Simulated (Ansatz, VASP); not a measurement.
# Pt2SeS in two plane-wave programs, part 3 of 3

Aim: how closely do two programs agree when they are given the same cell, functional and k mesh? The cell is generated by rule, not measured, and may not be a known phase. The cell is taken from a series of runs on this material, whose earlier steps may have relaxed, scaled, displaced or heated it; both programs get it as it stands.

VASP 6.6.1 and Ansatz 0.2.0.

So far: Starting point; VASP: zone-centre phonons, LDA.

The structure was built from a prototype and need not be the compound's stable phase.

## (3) Ansatz: zone-centre phonons, LDA

Level of this step: Ansatz beside VASP: Kohn-Sham DFT, plane waves, LDA (Ansatz).

Ansatz runs on its default PAW (the set named soft_2) files.

The same cell, functional (in two slightly different forms) and mesh now go to Ansatz, which takes its cutoff from its data sets.

Contents of input.yaml:

```yaml
crystal:
  lattice:
    - [3.5269980576, 0.0, 0.0]
    - [0.0, 3.5269980576, 0.0]
    - [0.0, 0.0, 6.2145894298]
  atoms:
    - { symbol: Pt, position: [0.0, 0.5, 0.0109358476] }
    - { symbol: Pt, position: [0.5, 0.0, 0.4890641524] }
    - { symbol: S, position: [0.0, 0.0, 0.25] }
    - { symbol: Se, position: [0.0, 0.0, 0.75] }
kpoints:
  mp_grid: { grid: [8, 8, 6] }
hamiltonian:
  xc: lda
scf:
  occupations: { method: fixed }
output:
  eigenvalues: true
phonons:
  method: dfpt
  dielectric: true
  rigid_motions: translations
```

Launch:

```bash
$ ansatz run input.yaml --threads 8 --pin off --max-ram 14336MiB --backend cpu --events-out ev --progress --plain --runs-dir out
```

Numbers of over 12 decimals in the logs are rounded to 6 here.

The log of the run:

```text
Engine: ansatz 0.2.0, aarch64-unknown-linux-gnu
Pseudopotentials: kind: paw
Pseudopotential: Pt, paw, valence charge 18, recommended cutoff 420 eV (normal), Pt.paw.azcp
Pseudopotential: S, paw, valence charge 6, recommended cutoff 420 eV (normal), S.paw.azcp
Pseudopotential: Se, paw, valence charge 16, recommended cutoff 420 eV (normal), Se.paw.azcp
Functional definition: SPW92
  exchange = slater_x
  correlation = pw_c
Crystal: 4 atoms, lattice volume = 77.308 Å³
Basis set: ecut = 420 eV, 1513 PW (Γ), exchange–correlation on 48×48×96 points (8 copies of the dense FFT grid, shifted against one another)
Bands: 35, of which v1, the nominal top of the filled ones, is band 29 counted from 1 (28 counted from 0)
Symmetry: 8 space group operations
k-points: 196 of 384 (irreducible under 1 space group operation, time reversal used)
Non-local potential: Pt, projectors of the file, l = 0: 3, l = 1: 2, l = 2: 2, l = 3: 1
Non-local potential: S, projectors of the file, l = 0: 2, l = 1: 2, l = 2: 2
Non-local potential: Se, projectors of the file, l = 0: 2, l = 1: 2, l = 2: 3, l = 3: 1
PAW form: soft (Blöchl's): semilocal exchange-correlation on the pseudo side does not see the compensation charge
PAW frozen core: Pt, regenerated for the run's functional, and the local potential with it (the file was generated under x = pbe(κ = 0.804, μ = 0.219515), c = pbe(β = 0.066725))
PAW frozen core: S, regenerated for the run's functional, and the local potential with it (the file was generated under x = pbe(κ = 0.804, μ = 0.219515), c = pbe(β = 0.066725))
PAW frozen core: Se, regenerated for the run's functional, and the local potential with it (the file was generated under x = pbe(κ = 0.804, μ = 0.219515), c = pbe(β = 0.066725))
PAW one-centre angular grid: Pt, 590 points (default); XC on 64 Gauss nodes
PAW one-centre angular grid: S, 110 points (default); XC on 64 Gauss nodes
PAW one-centre angular grid: Se, 590 points (default); XC on 64 Gauss nodes
Initial density: superposition of atomic densities (neutral atoms: chi_scale 0, normalization atom), corrected by the library's trained network
Initial wavefunctions: pseudopotential atomic-orbital guess
Functional: x = slater, c = lda
SCF iter   1: F=—  HF=-30744.150960 eV  |F-HF|=—  |Δ(HF+E_count)|=         —  Δρ=7.42e-3  dr2=4.72e-2  ethr=1.77e-3  ⟨swp⟩=5.0  Hψ=23783  notcnv=0  defer=762
preconditioner: auto → Resta (q_TF=auto, 2.601 Å⁻¹)  ε∞=7.6  [insulator: Δε(μ)=0.274 eV  Ē_g=9.333 eV  n_scr=20 (ndim 8)  ℏωp=23.9 eV  f_vac=0.031  ε∞_Penn≈7.6]
SCF iter   2: F=—  HF=-30744.142402 eV  |F-HF|=—  |Δ(HF+E_count)|=   8.56e-3  Δρ=3.49e-3  dr2=7.33e-3  ethr=8.13e-5  ⟨swp⟩=2.1  Hψ=9075  notcnv=0  defer=782
SCF iter   3: F=—  HF=-30744.140803 eV  |F-HF|=—  |Δ(HF+E_count)|=   1.60e-3  Δρ=1.08e-3  dr2=9.19e-4  ethr=1.26e-5  ⟨swp⟩=2.8  Hψ=10643  notcnv=0  defer=783
SCF iter   4: F=—  HF=-30744.140622 eV  |F-HF|=—  |Δ(HF+E_count)|=   1.81e-4  Δρ=3.16e-4  dr2=1.38e-4  ethr=1.58e-6  ⟨swp⟩=2.4  Hψ=10522  notcnv=0  defer=714
SCF iter   5: F=—  HF=-30744.140598 eV  |F-HF|=—  |Δ(HF+E_count)|=   2.42e-5  Δρ=1.21e-4  dr2=1.29e-5  ethr=2.38e-7  ⟨swp⟩=2.0  Hψ=10674  notcnv=0  defer=302
SCF iter   6: F=—  HF=-30744.140595 eV  |F-HF|=—  |Δ(HF+E_count)|=   3.33e-6  Δρ=3.83e-5  dr2=1.43e-6  ethr=2.22e-8  ⟨swp⟩=2.0  Hψ=10674  notcnv=0  defer=302
SCF iter   7: F=—  HF=-30744.140585 eV  |F-HF|=—  |Δ(HF+E_count)|=   9.46e-6  Δρ=1.27e-5  dr2=9.11e-8  ethr=2.46e-9  ⟨swp⟩=2.0  Hψ=10670  notcnv=0  defer=302
SCF iter   8: F=—  HF=-30744.140585 eV  |F-HF|=—  |Δ(HF+E_count)|=   6.24e-9  Δρ=2.37e-6  dr2=5.35e-9  ethr=1.57e-10  ⟨swp⟩=2.3  Hψ=10666  notcnv=0  defer=302
SCF iter   9: F=—  HF=-30744.140585 eV  |F-HF|=—  |Δ(HF+E_count)|=  5.71e-10  Δρ=5.89e-7  dr2=4.45e-10  ethr=9.23e-12  ⟨swp⟩=2.0  Hψ=8039  notcnv=0  defer=302
SCF iter  10: F=-30744.140585 eV  HF=-30744.140585 eV  |F-HF|=1.09e-11  |Δ(HF+E_count)|=  1.82e-11  Δρ=1.59e-7  dr2=2.77e-11  ethr=1.00e-12  ⟨swp⟩=11.2  Hψ=38105  notcnv=0
SCF 1 converged in 10 iterations: F = -30744.140585 eV  dr2 = 2.77e-11
  greatest PAW one-centre occupation: 1.000 electrons in one spin orbital (limit 2), on the Se atom at site 3 (counted from 0), in its partial waves of l = 2
NSCF: frozen V_eff on 53 k-points
DFPT response loops at Γ: preconditioner auto → Resta (q_TF=auto, 2.601 Å⁻¹)  ε∞=14.8 (no band partly filled); β = 1.00, the filter's whole step (`scf.mixing.beta` (0.50) is not read by the response loops at its default; to damp them type it under 1.00, their step now; it binds the ground state too); Broyden in place of MSR1
── the response to a field inside a basis, on 16×16×10 k-points: an SCF that follows is theirs, and a resumed run solves both again ──
Bands: 30, of which v1, the nominal top of the filled ones, is band 29 counted from 1 (28 counted from 0)
k-points: 180 of 2560 (time reversal used)
Initial density: handed on by an earlier stage of this run
Initial wavefunctions: pseudopotential atomic-orbital guess (no wavefunctions were taken with the density)
Eigensolver: Dense (180 Hₖ)
SCF iter   1: F=—  HF=-30744.117246 eV  |F-HF|=—  |Δ(HF+E_count)|=         —  Δρ=2.63e-4  dr2=1.36e-5  ethr=1.00e-1
preconditioner: auto → Resta (q_TF=auto, 2.601 Å⁻¹)  ε∞=15.3  [insulator: Δε(μ)=0.343 eV  Ē_g=6.309 eV  n_scr=20 (ndim 8)  ℏωp=23.9 eV  f_vac=0.023  ε∞_Penn≈15.3]
SCF iter   2: F=—  HF=-30744.117245 eV  |F-HF|=—  |Δ(HF+E_count)|=   1.18e-6  Δρ=1.38e-4  dr2=3.79e-6  ethr=2.35e-8
SCF iter   3: F=—  HF=-30744.117245 eV  |F-HF|=—  |Δ(HF+E_count)|=   3.13e-7  Δρ=3.17e-5  dr2=3.54e-7  ethr=6.54e-9
SCF iter   4: F=-30744.117245 eV  HF=-30744.117245 eV  |F-HF|=2.04e-8  |Δ(HF+E_count)|=   1.63e-8  Δρ=7.04e-6  dr2=5.17e-8  ethr=6.10e-10
SCF 1 converged in 4 iterations: F = -30744.117245 eV  dr2 = 5.17e-8
DFPT response loops at Γ: preconditioner auto → Resta (q_TF=auto, 2.601 Å⁻¹)  ε∞=13.2 (no band partly filled); β = 1.00, the filter's whole step (`scf.mixing.beta` (0.50) is not read by the response loops at its default; to damp them type it under 1.00, their step now; it binds the ground state too); Broyden in place of MSR1
WARN: field response: inside a basis, on 16×16×10 points, no mesh in reach settles it: take ε∞, Z* and everything formed from them with what they may err, as stated (eps_inf_uncertainty, zstar_uncertainty_e), and compare with field_mesh: kpoints on a denser kpoints.mp_grid
WARN: field response: ε∞ stands inside a basis, on 16×16×10 points; the force constants stand on the 8×8×6 k-mesh, whose period is 9.38 times the interband length at k = (-0.5000, -0.5000, 0.0000), direct gap 0.272 eV, under 14: take them and everything formed from them as unconverged, and compare with a denser kpoints.mp_grid
SCF converged after 10 iterations
Free energy (F): -30744.140585 eV
Harris-Foulkes:  -30744.140585 eV  (|F-HF|=1.09e-11)
Internal energy: -30744.140585 eV  (E = F + TS)
E sigma→0 (E₀):  -30744.140585 eV
Fermi energy:    12.557602 eV
--- Per-component energies (eV) ---
  E_band       = -925.725695
  E_kinetic    = 1510.054434
  E_local      = -7119.117943  (includes V_loc(G=0)·N_el)
  E_nonlocal   = -144.248167
  E_hartree    = 3003.972904
  E_xc         = -722.145935
  E_vxc        = -793.800021  (∫ρ·V_xc dr)
  E_paw        = -20753.743101  (= ΣΔE_a)
  E_vpaw       = -386.559401  (= ΣTr[D̂ρ^β])
  E_aug_tail   = -0.000275  (compensation charges beyond the density's cutoff)
  E_ewald      = -6522.210801
  E_core_change = 3.298299  (= ΣΔE_core)
  E_smearing   = -0.000000  (= −TS)
  E_closure    = -0.000000  (closes the sum)
  Σ components = -30744.140585   (vs F -30744.140585, Δ=0.00e0)
--- Band table (eV; the first three rows and the last of 196) ---
  k-point 0: bands = [... 25 lower, 10.5109, 10.5171, 10.7787, 11.6244, 16.0271, 16.2802, 16.2802, 17.7198, ... 2 higher]
  k-point 1: bands = [... 25 lower, 10.7630, 11.1269, 11.1269, 11.3388, 15.7935, 15.7935, 16.4905, 17.8710, ... 2 higher]
  k-point 2: bands = [... 25 lower, 10.7234, 10.8826, 11.9577, 11.9577, 14.8555, 14.8555, 17.4274, 18.2036, ... 2 higher]
  k-point 195: bands = [... 25 lower, 11.6108, 11.6108, 12.3659, 12.3659, 13.7923, 14.7973, 15.6173, 15.9014, ... 2 higher]
--- Phonons (Γ-DFPT): 7 representative perturbations + reference, on 196 of 384 k-points (Σ response iterations 22) ---
  k mesh reduced under 1 symmetry operation, with k and −k counted as one. Each operation leaves every solved perturbation unchanged. A smaller set is not considered because the run solves the response to a homogeneous field
  ASR residual: 8.208e-5 → 0.000e0 eV/Å²; symmetrization residual: 8.860e-6 eV/Å²
  ASR residual per site (eV/Å²): 8.21e-5 8.21e-5 3.26e-5 1.26e-5
  Γ frequencies (cm⁻¹): 0.00 0.00 0.00 99.72 99.72 166.65 233.48 233.48 292.33 370.48 370.48 442.72
  ε∞ (high-frequency dielectric tensor):
       13.781280     0.000000     0.000000
        0.000000    13.781280     0.000000
        0.000000     0.000000    21.674206
  ε⁰ (static dielectric tensor: ions relaxed, cell fixed):
       15.992610     0.000000     0.000000
        0.000000    15.992610    -0.000000
        0.000000    -0.000000    21.986263
  ε⁰ − ε∞ (ionic part):
        2.211330     0.000000     0.000000
        0.000000     2.211330    -0.000000
        0.000000    -0.000000     0.312057
  softest optical mode at Γ: 99.72 cm⁻¹; the repairs (sum rule, projections) moved no ω² at Γ by more than (1.09 cm⁻¹)²
  Born effective charges Z* (e; rows j = field, columns β = displacement):
    site 0:
        -2.28251    0.00000    0.00000
         0.00000    0.35415    0.00000
        -0.00000    0.00000   -1.04728
    site 1:
         0.35415    0.00000   -0.00000
         0.00000   -2.28251    0.00000
        -0.00000    0.00000   -1.04728
    site 2:
         0.77206    0.00000    0.00000
         0.00000    0.77206    0.00000
         0.00000    0.00000    1.25462
    site 3:
         1.15629    0.00000    0.00000
         0.00000    1.15629    0.00000
        -0.00000    0.00000    0.83994
  Z* charge neutrality: 3.731e-3 e pre-enforcement
  solved inside a basis spanned on kpoints, on 16×16×10 k-points, which do not settle them: ε∞ is read to err by 3.1e-1, Z* by 3.6e-2 e (field_mesh: kpoints solves on kpoints); Z* is corrected for what the basis lacks
  optical modes at Γ without the LO–TO term, one row a degenerate level:
      ω (cm⁻¹)  modes    IR ((D/Å)²/amu)
         99.72      2             1.4700
        166.65      1             0.0000
        233.48      2             0.1842
[...]
optical modes at Γ + LO–TO along q̂ = [1.0000, 0.0000, 0.0000]:
      ω (cm⁻¹)  modes    IR ((D/Å)²/amu)
[...]
optical modes at Γ + LO–TO along q̂ = [0.0000, 1.0000, 0.0000]:
      ω (cm⁻¹)  modes    IR ((D/Å)²/amu)
[...]
372.19      1             0.6406
        442.72      1             1.1200
  optical modes at Γ + LO–TO along q̂ = [0.0000, 0.0000, 1.0000]:
      ω (cm⁻¹)  modes    IR ((D/Å)²/amu)
         99.72      2             1.4700
        166.65      1             0.0000
        233.48      2             0.1842
        293.36      1             0.4661
        370.48      2             1.2468
        444.33      1             1.1322
```

Reading the cycles: dr2 is the Hartree energy of the density residual (eV), the measure of convergence; HF is the Harris–Foulkes estimate of the energy, which meets the free energy F at convergence.

## (4) Side by side

Known differences besides the potentials themselves: the two LDA forms differ slightly; fixed occupations in Ansatz, narrow Gaussian smearing in VASP; VASP's response is taken on the typed mesh, Ansatz refines its own for the field response alone; the data sets hold 58 valence electrons in Ansatz (on its default PAW (the set named soft_2) files) and 32 in VASP; the cutoff is 420 eV in Ansatz and 500 eV in VASP; VASP's log shows a relativistic correction to its local exchange, Ansatz's none. Total energies have different zeros and are not compared.

Both answers:

| quantity | Ansatz | VASP | difference |
| --- | --- | --- | --- |
| ε∞ xx | 13.78 | 14.69 | -6.21 % |
| ε∞ yy | 13.78 | 14.69 | -6.21 % |
| ε∞ zz | 21.67 | 23.61 | -8.22 % |
| Born charge of Pt1 (mean of the diagonal) (e) | -0.99 | -0.94 | -0.05 |
| Born charge of S3 (mean of the diagonal) (e) | 0.93 | 0.85 | +0.09 |
| Born charge of Se4 (mean of the diagonal) (e) | 1.05 | 1.03 | +0.02 |
| optical mode 1 to 2 (cm⁻¹) | 99.7 | 98.8 | +0.95 % |
| optical mode 3 (cm⁻¹) | 166.7 | 167.6 | -0.57 % |
| optical mode 4 to 5 (cm⁻¹) | 233.5 | 234.3 | -0.35 % |
| optical mode 6 (cm⁻¹) | 292.3 | 294.2 | -0.64 % |
| optical mode 7 to 8 (cm⁻¹) | 370.5 | 371.0 | -0.14 % |
| optical mode 9 (cm⁻¹) | 442.7 | 442.8 | -0.01 % |

Modes are paired by rising frequency, not by their patterns, so a pair may set unlike modes beside each other; they are those without the splitting of longitudinal modes.

## (5) What came out

- difference in ε∞ zz (zone-centre phonons, LDA): -8.2 %

**Reading.** The difference in ε∞ zz is -8.2 % (zone-centre phonons, LDA), beyond the 5 % picked in this series as the mark of a large difference. The data sets hold unlike numbers of valence electrons (58 in Ansatz and 32 in VASP), so part of the differences comes from the potentials. What causes the difference of the zone-centre phonons, LDA pair stays open here. How closely two codes agree says nothing of how well the functional describes the real material.

[Lines on the potential files, build, host, timing and source positions are cut from VASP's logs without a mark.]

[Logs are printed without paths, hosts, clocks, repeated set-up lines and the standing remarks that a program may print on its own settings, such as how far it seeks lower states.]

[Hosts, paths, dates, database ids (printed as entryN), source tags and the programs' standing remarks are cut or masked in the printed files.]
